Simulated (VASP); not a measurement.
CdS:

```
Cd S
1.0
     0.00000    2.91650    2.91650
     2.91650    0.00000    2.91650
     2.91650    2.91650    0.00000
Cd S
1 1
Direct
  0.00000 0.00000 0.00000
  0.25000 0.25000 0.25000
```

- Program: VASP 6.6.1
- Task: relaxation of cell and atoms
- Functional: PBE
- Potentials or basis: VASP PAW PBE potentials, release 64 (Cd, S)
- Cutoff: 520 eV
- k mesh: 10 × 10 × 10
- Occupations: gaussian, width 1 eV
- Spin: no spin polarisation

At the start: pressure 3.3 GPa; volume 24.81 Å³/atom.

Task: How do energy, volume and symmetry change on relaxing?

Result: Over 3 steps the energy falls by 13.8 meV/atom and the volume is 26.21 Å³/atom (+5.7 %); space group F-43m (No. 216, to 0.05 Å).

The path:
```csv
step,energy change (eV),largest force (eV/Å),pressure (GPa),volume (Å³)
1,0.0000,0.0000,3.30,49.62
2,-0.0249,0.0000,-0.90,53.38
3,-0.0276,0.0000,0.01,52.43
```

Final structure:
```xyz
2
Lattice="0.0000 2.9706 2.9706 2.9706 0.0000 2.9706 2.9706 2.9706 0.0000" Properties=species:S:1:pos:R:3 pbc="T T T"
Cd    0.0000    0.0000    0.0000
S     1.4853    1.4853    1.4853
```
